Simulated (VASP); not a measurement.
OSZICAR of a VASP run on AuZn (space group Pm-3m):

File OSZICAR:
```
       N       E                     dE             d eps       ncg     rms          rms(c)
DAV:   1     0.913736124685E+02    0.91374E+02   -0.85804E+03   624   0.131E+03
DAV:   2    -0.430956462928E+01   -0.95683E+02   -0.92395E+02   635   0.265E+02
DAV:   3    -0.717535904438E+01   -0.28658E+01   -0.28568E+01   719   0.550E+01
DAV:   4    -0.719013807746E+01   -0.14779E-01   -0.14779E-01   698   0.345E+00
DAV:   5    -0.719031217290E+01   -0.17410E-03   -0.17409E-03   740   0.388E-01    0.771E+00
DAV:   6    -0.671230985963E+01    0.47800E+00   -0.17421E+00   621   0.152E+01    0.497E+00
DAV:   7    -0.668106451638E+01    0.31245E-01   -0.31556E-02   816   0.405E+00    0.272E+00
DAV:   8    -0.666915341080E+01    0.11911E-01   -0.12534E-02   715   0.126E+00    0.160E-01
DAV:   9    -0.666916980710E+01   -0.16396E-04   -0.51406E-04   684   0.243E-01    0.763E-02
DAV:  10    -0.666916054343E+01    0.92637E-05   -0.60696E-05   719   0.141E-01    0.174E-02
DAV:  11    -0.666915890233E+01    0.16411E-05   -0.15456E-05   670   0.103E-01    0.415E-03
DAV:  12    -0.666915886765E+01    0.34680E-07   -0.27555E-07   349   0.116E-02
   1 F= -.66691589E+01 E0= -.66676320E+01  d E =-.666916E+01
       N       E                     dE             d eps       ncg     rms          rms(c)
DAV:   1    -0.175346406468E+02   -0.10865E+02   -0.14240E+02   621   0.194E+02    0.261E+01
DAV:   2    -0.770438310165E+01    0.98303E+01   -0.53322E+01   621   0.203E+02    0.742E+00
DAV:   3    -0.688720703818E+01    0.81718E+00   -0.68386E+00   726   0.659E+01    0.442E+00
DAV:   4    -0.675719259862E+01    0.13001E+00   -0.30728E-01   796   0.166E+01    0.263E+00
DAV:   5    -0.666472645988E+01    0.92466E-01   -0.10857E-01   881   0.127E+01    0.277E-01
DAV:   6    -0.666584178306E+01   -0.11153E-02   -0.21939E-02   614   0.216E+00    0.152E-01
DAV:   7    -0.666592151115E+01   -0.79728E-04   -0.84314E-04   670   0.321E-01    0.329E-02
DAV:   8    -0.666590526120E+01    0.16250E-04   -0.11911E-04   670   0.136E-01    0.147E-02
DAV:   9    -0.666590626563E+01   -0.10044E-05   -0.20139E-06   476   0.350E-02    0.287E-03
DAV:  10    -0.666590632629E+01   -0.60656E-07   -0.46726E-07   307   0.673E-03
   2 F= -.66659063E+01 E0= -.66635952E+01  d E =0.325254E-02
       N       E                     dE             d eps       ncg     rms          rms(c)
DAV:   1    -0.899206281586E+01   -0.23262E+01   -0.34010E+01   600   0.121E+02    0.978E+00
DAV:   2    -0.700543799155E+01    0.19866E+01   -0.56029E+00   691   0.425E+01    0.435E+00
DAV:   3    -0.684066987597E+01    0.16477E+00   -0.31602E-01   677   0.770E+00    0.283E+00
DAV:   4    -0.679538230921E+01    0.45288E-01   -0.41156E-02   862   0.412E+00    0.529E-01
DAV:   5    -0.679184272910E+01    0.35396E-02   -0.69742E-03   637   0.965E-01    0.574E-02
DAV:   6    -0.679187632265E+01   -0.33594E-04   -0.43202E-04   663   0.193E-01    0.365E-02
DAV:   7    -0.679187177743E+01    0.45452E-05   -0.64665E-05   853   0.177E-01    0.471E-03
DAV:   8    -0.679187214823E+01   -0.37080E-06   -0.75504E-06   586   0.480E-02
   3 F= -.67918721E+01 E0= -.67896872E+01  d E =-.122713E+00
       N       E                     dE             d eps       ncg     rms          rms(c)
DAV:   1    -0.679299593438E+01   -0.11242E-02   -0.15908E-02   607   0.237E+00    0.216E-01
DAV:   2    -0.679199464294E+01    0.10013E-02   -0.32579E-03   698   0.135E+00    0.783E-02
DAV:   3    -0.679192886334E+01    0.65780E-04   -0.13035E-04   614   0.124E-01    0.507E-02
DAV:   4    -0.679191055557E+01    0.18308E-04   -0.98349E-06   834   0.109E-01    0.207E-02
DAV:   5    -0.679190587814E+01    0.46774E-05   -0.38790E-06   672   0.272E-02    0.175E-03
DAV:   6    -0.679190588677E+01   -0.86320E-08   -0.45587E-07   321   0.106E-02
   4 F= -.67919059E+01 E0= -.67897152E+01  d E =-.122747E+00
```

Problem. Which electronic solver shows in the log?

Solution. It is blocked Davidson (ALGO = Normal, or the opening steps of other solvers). The INCAR had ALGO = Normal.

Problem. Can the final energy be trusted as converged?

Solution. The calculation finished and met its thresholds. It stopped with EDIFF = 1E-6, NELM = 100, NSW = 50 and EDIFFG = -0.01 after 4 ionic steps (LDA (Ceperley-Alder, Perdew-Zunger), plane waves, VASP's LDA PAW potentials (set 64)). At this cut-off the stress carries a Pulay error, which pulls relaxed volumes low. Energy and stress use the plane-wave basis of the starting cell.

The structure is a typed AuZn crystal. This run relaxes it. Symmetry was kept, so distortions that lower it aren't found. The run is one of a series of settings (EDIFFG = -0.01, IBRION = 2, ISIF = 3, NSW = 50 against the base run), some of them coarse on purpose. The electron count is odd and the run is not spin-polarised, which forces a metal.
